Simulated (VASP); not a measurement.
Input:

```xyz
5
Lattice="4.1305 0.0000 0.0000 0.0000 4.1305 0.0000 0.0000 0.0000 4.1305" Properties=species:S:1:pos:R:3 pbc="T T T"
Er     0.0000     0.0000     0.0000
B      2.0652     2.0652     2.0652
Rh     0.0000     2.0652     2.0652
Rh     2.0652     0.0000     2.0652
Rh     2.0652     2.0652     0.0000
```

Computed with PBEsol GGA, VASP's PBE PAW potentials (set 64) (plane waves; VASP 6.6.1). Settings: 600 eV cut-off, 8×8×8 Γ-centred mesh, first-order Methfessel-Paxton smearing of 0.10 eV, potentials Er_3 B Rh_pv.

The 4f electrons are frozen in the core of the lanthanide potential, so 4f levels, which can set the real gap, and their magnetism are missing. Energy and stress use the plane-wave basis of the starting cell.

Task: The ions, cell shape and volume at an external pressure of 5.0 GPa are relaxed. What does this cell relax into?

Result: 
```xyz
5
Lattice="4.0994 0.0000 0.0000 0.0000 4.0994 0.0000 0.0000 0.0000 4.0994" Properties=species:S:1:pos:R:3 pbc="T T T"
Er     0.0000     0.0000     0.0000
B      2.0497     2.0497     2.0497
Rh     0.0000     2.0497     2.0497
Rh     2.0497     0.0000     2.0497
Rh     2.0497     2.0497     0.0000
```
Space group Pm-3m (221), at a tolerance of 0.03 Å.

Task: How do energy and volume change from the first to the last step?

Result: The energy (σ→0) changes by +4.7 meV/atom and the volume by -2.2 %, in 3 ionic steps.

The structure comes from a computed database's ErBRh3 entry (Pm-3m); how it stands against other phases isn't given here. This run relaxes it under an external pressure of 5 GPa. Symmetry was kept, so distortions that lower it aren't found. The electron count is odd and the run is not spin-polarised, which forces a metal.
